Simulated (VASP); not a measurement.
Crystal: Ta.

```xyz
1
Lattice="-1.6600 1.6600 1.6600 1.6600 -1.6600 1.6600 1.6600 1.6600 -1.6600" Properties=species:S:1:pos:R:3 pbc="T T T"
Ta    0.0000    0.0000    0.0000
```

The cell was built by a generator and needn't be a form met in nature.

Base run:

```yaml
Program: VASP 6.6.1
Functional: PBEsol
Potentials_or_basis: VASP PAW PBE potentials, release 64 (Ta_pv)
Cutoff: 520 eV
k_mesh: 22 × 22 × 22
Occupations: methfessel-paxton, width 0.1 eV
Spin: no spin polarisation
```

Its results: band gap on the k mesh none (metal or under the smearing width); pressure -6.7 GPa.

Q: After a change of settings the same cell gave: band gap on the k mesh none (metal or under the smearing width); pressure -11.2 GPa. Which change was it?
A. functional from PBEsol to LDA; potentials or basis from VASP PAW PBE potentials, release 64 (Ta_pv) to VASP PAW LDA potentials, release 64 (Ta_pv)
B. functional from PBEsol to PBE; k mesh from 22 × 22 × 22 to 32 × 32 × 32
C. functional from PBEsol to PBE
D. functional from PBEsol to PBE; k mesh from 22 × 22 × 22 to 14 × 14 × 14

A: A.

Caveats: the PAW data sets were made with another functional, which shifts forces and pressure a little (some runs).

Not every run made on this cell is shown here.
